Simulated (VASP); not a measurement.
# What goes wrong when NbAs is relaxed with a bad input, part 2 of 2

Aim: see how common mistakes in a VASP relaxation show up, on NbAs. The starting structure is a measured crystal structure from the Crystallography Open Database. The first relaxation on each setting starts from this cell expanded by 3 % in volume.

VASP 6.6.1.

Results so far: reference 17.16 Å³ an atom; a smearing far too wide 18.10 Å³ an atom; an ionic step far too long 17.16 Å³ an atom.

## 5. Relaxation with a k mesh far too coarse

Level of this step: PBEsol; plane waves and PAW (Nb_sv, As) (VASP).

A slip made on purpose: a k mesh far too coarse. Against step 2 the input has a 2×2×2 mesh (also changed: NELM, NCORE and KPAR).

Input file INCAR:

```
SYSTEM = NbAs
PREC = Accurate
ENCUT = 450
EDIFF = 1E-06
NELM = 60
ISMEAR = 0
SIGMA = 0.03
LREAL = .FALSE.
ALGO = Normal
GGA = PS
NBANDS = 24
LASPH = .TRUE.
LORBIT = 11
LWAVE = .FALSE.
LCHARG = .FALSE.
NCORE = 8
IBRION = 2
NSW = 50
ISIF = 3
EDIFFG = -0.006
```

Input file POSCAR:

```
NbAs
1.0
   -3.4858774703      0.0000000000      0.0000000000
    0.0000000000      3.4858774703      0.0000000000
    1.7429387351     -1.7429387351     -5.8978255429
Nb As
2 2
Direct
    0.0000000000      0.5000000000      0.0000000000
    0.2500000000      0.2500000000      0.5000000000
    0.5840000000      0.0840000000      0.1680000000
    0.8340000000      0.8340000000      0.6680000000
```

Input file KPOINTS:

```
Automatic mesh
0
Gamma
2 2 2
0 0 0
```

The projector-augmented-wave data sets are Nb_sv and As (PBE family, release 64).

Launch:

```bash
mpirun -np 8 vasp_std
```

Output:

```text
[banner, memory and clock lines left out]
running    8 mpi-ranks, on    1 nodes
[...]
[... a notice as in an earlier step ...]

 [... a notice as in an earlier step ...]

 LDA part: xc-table for (Slater+PW92), standard interpolation
 POSCAR, INCAR and KPOINTS ok, starting setup
[...]
entering main loop
       N       E                     dE             d eps       ncg     rms          rms(c)
DAV:   1     0.308297860158E+03    0.30830E+03   -0.17800E+04   192   0.132E+03
DAV:   2    -0.111977597336E+02   -0.31950E+03   -0.31278E+03   240   0.481E+02
DAV:   3    -0.358033871169E+02   -0.24606E+02   -0.24477E+02   360   0.968E+01
DAV:   4    -0.367312379875E+02   -0.92785E+00   -0.92579E+00   280   0.183E+01
[...]
DAV:  12    -0.340863351831E+02    0.12653E-04   -0.42470E-05   280   0.632E-02    0.220E-02
DAV:  13    -0.340863290185E+02    0.61645E-05   -0.15942E-05   328   0.300E-02    0.319E-03
DAV:  14    -0.340863289571E+02    0.61488E-07   -0.33574E-07   160   0.468E-03
   1 F= -.34086329E+02 E0= -.34079547E+02  d E =-.340863E+02
[... from here on, the cycles between the ionic steps are left out ...]
   2 F= -.34162989E+02 E0= -.34162989E+02  d E =-.766601E-01
   3 F= -.34184602E+02 E0= -.34184602E+02  d E =-.982727E-01
   4 F= -.34243590E+02 E0= -.34243590E+02  d E =-.589888E-01
   5 F= -.34249795E+02 E0= -.34249795E+02  d E =-.651938E-01
   6 F= -.34320735E+02 E0= -.34320735E+02  d E =-.709398E-01
   7 F= -.34321266E+02 E0= -.34321266E+02  d E =-.714708E-01
   8 F= -.34328476E+02 E0= -.34328476E+02  d E =-.721019E-02
   9 F= -.34330965E+02 E0= -.34330965E+02  d E =-.969902E-02
  10 F= -.34330966E+02 E0= -.34330966E+02  d E =-.969961E-02
  11 F= -.34331084E+02 E0= -.34331084E+02  d E =-.118423E-03
  12 F= -.34331135E+02 E0= -.34331135E+02  d E =-.168863E-03
  13 F= -.34331202E+02 E0= -.34331202E+02  d E =-.677520E-04
  14 F= -.34331209E+02 E0= -.34331209E+02  d E =-.739788E-04
[...]
reached required accuracy - stopping structural energy minimisation
```

Wall time 21 s (8 MPI ranks of Intel Xeon Platinum 8259CL at 2.50GHz (Skylake/Cascade Lake), shared host); peak memory 0.86 GiB.

Parts of OUTCAR (step 5):

```text
  Total        0.0098665      0.0098665     -0.0070462      0.0000000      0.0000000     -0.0000000
  in kB        0.2250424      0.2250424     -0.1607138      0.0000000      0.0000000     -0.0000000
  external PRESSURE =       0.0964570 kB  Pullay stress =       0.0000000 kB

 POSITION                                       TOTAL-FORCE (eV/Angst)
 -----------------------------------------------------------------------------------
     -1.66548      0.00000     -6.30952         0.000000     -0.000000      0.002770
     -0.00000      0.00000     -3.14404         0.000000     -0.000000      0.002770
     -1.66548      0.00000     -1.08505        -0.000000      0.000000     -0.002770
     -1.66548      1.66548     -4.25053        -0.000000      0.000000     -0.002770
 -----------------------------------------------------------------------------------
    total drift:                                0.000017     -0.000017     -0.000244

  FREE ENERGIE OF THE ION-ELECTRON SYSTEM (eV)
  ---------------------------------------------------
  free  energy   TOTEN  =       -34.3312086807 eV

  energy  without entropy=      -34.3312086807  energy(sigma->0) =      -34.33120868

[... 1 part as in an earlier step ...]

[... 3 further parts left out ...]
[key lines of the parts left out:]
E-fermi :   9.4942
```

With a k mesh far too coarse the cell ends at 17.561 Å³ an atom, +2.36 % from the reference, a by -3.3 % and c by +9.4 %.

## 6. Relaxation with low precision and a small cutoff

A slip made on purpose: low precision and a small cutoff. Against step 2 the input has PREC = Low and ENCUT = 230 (also changed: NELM).

Edit INCAR of step 5 so:

```diff
@@ -1,4 +1,4 @@
 SYSTEM = NbAs
-PREC = Accurate
-ENCUT = 450
+PREC = Low
+ENCUT = 230
 EDIFF = 1E-06
@@ -15,3 +15,3 @@
 LCHARG = .FALSE.
-NCORE = 8
+KPAR = 8
 IBRION = 2
```

POSCAR is that of step 5.

Input file KPOINTS:

```
Automatic mesh
0
Gamma
6 6 6
0 0 0
```

Launch:

```bash
mpirun -np 8 vasp_std
```

Output:

```text
[... set-up lines as in an earlier step ...]
 entering main loop
       N       E                     dE             d eps       ncg     rms          rms(c)
DAV:   1     0.175898495042E+03    0.17590E+03   -0.12955E+04  1664   0.821E+02
DAV:   2    -0.203116593068E+02   -0.19621E+03   -0.19214E+03  1816   0.310E+02
DAV:   3    -0.368750092580E+02   -0.16563E+02   -0.16385E+02  2768   0.644E+01
DAV:   4    -0.373830989967E+02   -0.50809E+00   -0.50730E+00  1896   0.113E+01
[...]
DAV:  12    -0.350001968540E+02    0.15670E-05   -0.24907E-06  1584   0.110E-02    0.199E-03
DAV:  13    -0.350001979605E+02   -0.11065E-05   -0.43658E-07  1368   0.419E-03    0.893E-04
DAV:  14    -0.350001984084E+02   -0.44789E-06   -0.19246E-07  1208   0.352E-03
   1 F= -.35000198E+02 E0= -.34999619E+02  d E =-.350002E+02
[... from here on, the cycles between the ionic steps are left out ...]
   2 F= -.32198989E+02 E0= -.32198864E+02  d E =0.280121E+01
   3 F= -.35326199E+02 E0= -.35325961E+02  d E =-.326001E+00
   4 F= -.35328196E+02 E0= -.35327980E+02  d E =-.327998E+00
   5 F= -.35328221E+02 E0= -.35328011E+02  d E =-.328022E+00
   6 F= -.35339279E+02 E0= -.35339173E+02  d E =-.110580E-01
   7 F= -.35340281E+02 E0= -.35340148E+02  d E =-.120602E-01
   8 F= -.35340354E+02 E0= -.35340092E+02  d E =-.727615E-04
   9 F= -.35340736E+02 E0= -.35340540E+02  d E =-.455226E-03
  10 F= -.35340666E+02 E0= -.35340412E+02  d E =0.705188E-04
  11 F= -.35340799E+02 E0= -.35340580E+02  d E =-.630007E-04
[...]
reached required accuracy - stopping structural energy minimisation
```

It took 25 s on 8 MPI ranks; peak memory 0.91 GiB; 3.2 min of CPU time.

From OUTCAR (step 6):

```text
  Total       -0.0023792     -0.0023792     -0.0077734      0.0000000      0.0000000     -0.0000000
  in kB       -0.0576535     -0.0576535     -0.1883644      0.0000000      0.0000000     -0.0000000
  external PRESSURE =      -0.1012238 kB  Pullay stress =       0.0000000 kB

 POSITION                                       TOTAL-FORCE (eV/Angst)
 -----------------------------------------------------------------------------------
     -0.00000      1.70448     -0.01803        -0.000000      0.000000     -0.003741
     -0.00000      0.00000     -2.86279        -0.000000      0.000000     -0.003741
     -1.70448      0.00000     -0.93782         0.000000     -0.000000      0.003741
     -1.70448      1.70448     -3.78258         0.000000     -0.000000      0.003741
 -----------------------------------------------------------------------------------
    total drift:                               -0.000096     -0.000134     -0.004083

  FREE ENERGIE OF THE ION-ELECTRON SYSTEM (eV)
  ---------------------------------------------------
  free  energy   TOTEN  =       -35.3407991295 eV

  energy  without entropy=      -35.3403601952  energy(sigma->0) =      -35.34057966

[... 2 parts as in an earlier step ...]

[... 2 further parts left out ...]
[key lines of the parts left out:]
E-fermi :  10.2304
```

With low precision and a small cutoff the cell ends at 16.530 Å³ an atom, -3.65 % from the reference.

## 7. The runs compared

| run | volume (Å³/atom) | change (%) | pressure left (GPa) | core minutes |
| --- | --- | --- | --- | --- |
| reference | 17.156 | - | -0.03 | 6.88 |
| a smearing far too wide | 18.098 | 5.49 | -0.04 | 6.13 |
| an ionic step far too long | 17.156 | 0.0 | 0.03 | 11.3 |
| a k mesh far too coarse | 17.561 | 2.36 | 0.01 | 2.8 |
| low precision and a small cutoff | 16.53 | -3.65 | -0.01 | 3.33 |

Core minutes are wall time times ranks, summed over the relaxations behind a row (those for a bulk modulus apart), on shared hosts.

## 8. Results

- volume of the reference: 17.16 Å³/atom
- volume against the reference, a smearing far too wide: +5.49 %
- volume against the reference, an ionic step far too long: +0.00 %
- volume against the reference, a k mesh far too coarse: +2.36 %
- volume against the reference, low precision and a small cutoff: -3.65 %

What this shows: Finished, but with signs in the output that stand out against the reference: a smearing far too wide, with the volume changed by +5.5 % (signs: a warning that the highest band is occupied, 1.3 GPa at the first ionic step (of the first relaxations, not shown; reference: -6.9 GPa) and a large entropy term in the energy); an ionic step far too long, with the volume changed by less than 0.1 % (signs: an energy that rises by up to 2.7 eV an atom on the way); a k mesh far too coarse, with the volume changed by +2.4 %, a by -3.3 % and c by +9.4 % (signs: -3.9 GPa at the first ionic step (of the first relaxations, not shown; reference: -6.9 GPa)); low precision and a small cutoff, with the volume changed by -3.7 % (signs: -18.4 GPa at the first ionic step (of the first relaxations, not shown; reference: -6.9 GPa) and an energy that rises by up to 0.7 eV an atom on the way). The reference was restarted once and the runs with a slip weren't, so their cells may not have settled fully. Further runs on this material are not shown.

[Lines on the potential files, build, host, timing and source positions are cut from VASP's logs without a mark.]

[Logs are printed without paths, hosts, clocks, repeated set-up lines and the standing remarks that a program may print on its own settings, such as how far it seeks lower states.]

[Hosts, paths, dates, database ids (printed as entryN), source tags and the programs' standing remarks are cut or masked in the printed files.]
